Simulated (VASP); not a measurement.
VASP input:

POSCAR:
```
IrO2
1.0
  4.4861766340   0.0000000000   0.0000000000
  0.0000000000   4.4861766340   0.0000000000
  0.0000000000   0.0000000000   3.1623835552
Ir O
2 4
Direct
  0.0000000000   0.0000000000   0.0000000000
  0.5000000000   0.5000000000   0.5000000000
  0.3086788686   0.3086788686   0.0000000000
  0.8086788686   0.1913211314   0.5000000000
  0.1913211314   0.8086788686   0.5000000000
  0.6913211314   0.6913211314   0.0000000000
```

### INCAR
```
SYSTEM  =  IrO2
PREC  =  Accurate; ENCUT  =  520; LREAL  =  .FALSE.
LASPH  =  .TRUE.
EDIFF  =  1E-6; NELM  =  100; ALGO  =  Normal
LMAXMIX  =  6
ISMEAR  =  1; SIGMA  =  0.1
GGA  =  ML; LUSE_VDW  =  .TRUE.; AGGAC  =  0.0
ZAB_VDW  =  -1.8867
IBRION  =  2; NSW  =  60; ISIF  =  3
EDIFFG  =  -0.02
LWAVE  =  .FALSE.; LCHARG  =  .FALSE.
```

KPOINTS:
```
Automatic mesh
0
Gamma
6 6 9
0 0 0
```

POTCAR, in this order: Ir O (PBE.64 set). Program: vasp_std.

Task: Translate this vdW-DF2 calculation to Quantum ESPRESSO's pw.x.

Result: One equivalent input (not run):
```
&CONTROL
  calculation = 'vc-relax'
  pseudo_dir = './pseudo'
  outdir = './out'
  tprnfor = .true.
  tstress = .true.
  nstep = 60
  forc_conv_thr = 0.00078
/
&SYSTEM
  ibrav = 0
  nat = 6
  ntyp = 2
  ecutwfc = 84
  occupations = 'smearing'
  smearing = 'methfessel-paxton'
  degauss = 0.00735
  input_dft = 'vdw-df2'
/
&ELECTRONS
  conv_thr = 7.3e-08
  electron_maxstep = 100
/
&IONS
/
&CELL
/
ATOMIC_SPECIES
  Ir 192.217 Ir.upf
  O 15.999 O.upf
CELL_PARAMETERS angstrom
     4.4861766    0.0000000    0.0000000
    -0.0000000    4.4861766    0.0000000
     0.0000000    0.0000000    3.1623836
ATOMIC_POSITIONS crystal
  Ir   0.0000000  0.0000000  0.0000000
  Ir   0.5000000  0.5000000  0.5000000
  O    0.3086789  0.3086789  0.0000000
  O    0.8086789  0.1913211  0.5000000
  O    0.1913211  0.8086789  0.5000000
  O    0.6913211  0.6913211  0.0000000
K_POINTS automatic
  6 6 9 0 0 0
```
What does not carry over: the potentials are each code's own (VASP's PAW set, PseudoDojo norm-conserving files in pw.x), so ENCUT and ecutwfc are chosen apart and not converted; conv_thr bounds pw.x's estimated SCF error, while EDIFF bounds the energy change between steps; forc_conv_thr acts on force components and is met together with etot_conv_thr.

The compound is IrO2 in the rutile structure. This run relaxes it. Symmetry was kept, so distortions that lower it aren't found. The start is the result of an earlier pass.
